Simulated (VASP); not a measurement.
All values below come from PBE GGA, VASP's PBE PAW potentials (set 64) (plane waves; VASP).

VASP input:

POSCAR:
```
Yb
1.0
  0.0000000000   2.7114732558   2.7114732558
  2.7114732558   0.0000000000   2.7114732558
  2.7114732558   2.7114732558   0.0000000000
Yb
1
Direct
  0.0000000000   0.0000000000   0.0000000000
```

KPOINTS:
```
Automatic mesh
0
Gamma
8 8 8
0 0 0
```

INCAR:
```
SYSTEM = Yb
PREC = Accurate
ENCUT = 400
EDIFF = 1E-6
NELM = 100
ALGO = Normal
LREAL = .FALSE.
LASPH = .TRUE.
ISMEAR = 0
SIGMA = 0.05
GGA = PE
LMAXMIX = 6
LWAVE = .FALSE.
LCHARG = .FALSE.
IBRION = 2
ISIF = 3
NSW = 60
EDIFFG = -0.01
```

POTCAR, in this order: Yb_2 (PBE.64 set). Program: vasp_std.

What VASP printed:

File OUTCAR:
```
 ion  position               nearest neighbor table
   1  0.000  0.000  0.000-
  LATTYP: Found a face centered cubic cell.
 ALAT       =     5.4229465116
 Subroutine PRICEL returns:
 Original cell was already a primitive cell.
 Subroutine GETGRP returns: Found 48 space group operations
The static configuration has the point symmetry O_h .
The dynamic configuration has the point symmetry O_h .
 Subroutine INISYM returns: Found 48 space group operations
 Subroutine IBZKPT returns following result:
 Found     29 irreducible k-points:

 Following reciprocal coordinates:
            Coordinates               Weight
  0.000000  0.000000  0.000000      1.000000
  0.125000  0.000000  0.000000      8.000000
  0.250000  0.000000  0.000000      8.000000
  0.375000  0.000000  0.000000      8.000000
  0.500000  0.000000  0.000000      4.000000
  0.125000  0.125000  0.000000      6.000000
  0.250000  0.125000  0.000000     24.000000
  0.375000  0.125000  0.000000     24.000000
  0.500000  0.125000  0.000000     24.000000
 -0.375000  0.125000  0.000000     24.000000
...
```

OSZICAR:
```
       N       E                     dE             d eps       ncg     rms          rms(c)
DAV:   1     0.198468470418E+01    0.19847E+01   -0.37299E+03   496   0.687E+02
DAV:   2    -0.143763540977E+01   -0.34223E+01   -0.33794E+01   584   0.437E+01
DAV:   3    -0.146146413502E+01   -0.23829E-01   -0.23828E-01   672   0.407E+00
DAV:   4    -0.146151356278E+01   -0.49428E-04   -0.49428E-04   648   0.149E-01
DAV:   5    -0.146151358395E+01   -0.21168E-07   -0.21043E-07   624   0.328E-03    0.773E+00
DAV:   6    -0.146996242001E+01   -0.84488E-02   -0.11053E-03   600   0.311E-01    0.463E+00
DAV:   7    -0.147476558142E+01   -0.48032E-02   -0.23736E-03   560   0.482E-01    0.513E-02
DAV:   8    -0.147477113711E+01   -0.55557E-05   -0.54104E-05   536   0.724E-02    0.159E-02
DAV:   9    -0.147477304082E+01   -0.19037E-05   -0.58257E-06   592   0.243E-02    0.337E-03
DAV:  10    -0.147477209639E+01    0.94443E-06   -0.22794E-06   480   0.120E-02
   1 F= -.14747721E+01 E0= -.14742082E+01  d E =-.147477E+01
```

**OUTCAR**
```
------------------------ aborting loop because EDIFF is reached ----------------------------------------
  FORCE on cell =-STRESS in cart. coord.  units (eV):
  Direction    XX          YY          ZZ          XY          YZ          ZX
  --------------------------------------------------------------------------------------
  Total        0.0056765      0.0056765      0.0056765     -0.0000000      0.0000000     -0.0000000
  in kB        0.2281122      0.2281122      0.2281122     -0.0000000      0.0000000     -0.0000000
  external PRESSURE =       0.2281122 kB  Pullay stress =       0.0000000 kB
  volume of cell :       39.87
      direct lattice vectors                 reciprocal lattice vectors
     0.000000000  2.711473256  2.711473256    -0.184401598  0.184401598  0.184401598
     2.711473256  0.000000000  2.711473256     0.184401598 -0.184401598  0.184401598
     2.711473256  2.711473256  0.000000000     0.184401598  0.184401598 -0.184401598
 POSITION                                       TOTAL-FORCE (eV/Angst)
 -----------------------------------------------------------------------------------
      0.00000      0.00000      0.00000        -0.000000     -0.000000     -0.000000
 -----------------------------------------------------------------------------------
    total drift:                               -0.000000     -0.000000     -0.000000
  FREE ENERGIE OF THE ION-ELECTRON SYSTEM (eV)
  ---------------------------------------------------
  free  energy   TOTEN  =        -1.4747720964 eV

  energy  without entropy=       -1.4736443225  energy(sigma->0) =       -1.47420821

 reached required accuracy - stopping structural energy minimisation
```
(Selected blocks of OUTCAR.)

The 4f electrons are frozen in the core of the lanthanide potential, so 4f levels, which can set the real gap, and their magnetism are missing.

The compound is Yb in the fcc structure. It was relaxed first. The start is the result of an earlier pass.
